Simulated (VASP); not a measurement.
**SiMo (relaxed from the MnP structure, space group Pnma): computed properties**

Level of theory: LDA (Ceperley-Alder, Perdew-Zunger), VASP's LDA PAW potentials (set 64) (plane waves; VASP).

```json
{
 "space_group": "Pnma (62)",
 "cell": "a = 5.763 Å, b = 3.094 Å, c = 6.525 Å, α = β = γ = 90.00°",
 "volume_per_atom": "14.54 Å³/atom",
 "band gap (over mesh and band path)": "none (metal, semimetal or under 0.01 eV)",
 "density": "7.08 g/cm³"
}
```

```
MoSi
1.0
    5.76259     0.00000     0.00000
    0.00000     3.09379     0.00000
    0.00000     0.00000     6.52455
Mo Si
4 4
Direct
  0.50733   0.25000   0.67658
  0.00733   0.25000   0.82342
  0.49267   0.75000   0.32342
  0.99267   0.75000   0.17658
  0.66480   0.25000   0.05520
  0.16480   0.25000   0.44480
  0.33520   0.75000   0.94480
  0.83520   0.75000   0.55520
```

The structure was generated: SiMo was put into the MnP type (Pnma), which need not be its known phase. It was relaxed first, which changed the volume by -13 %. Symmetry was kept, so distortions that lower it aren't found.
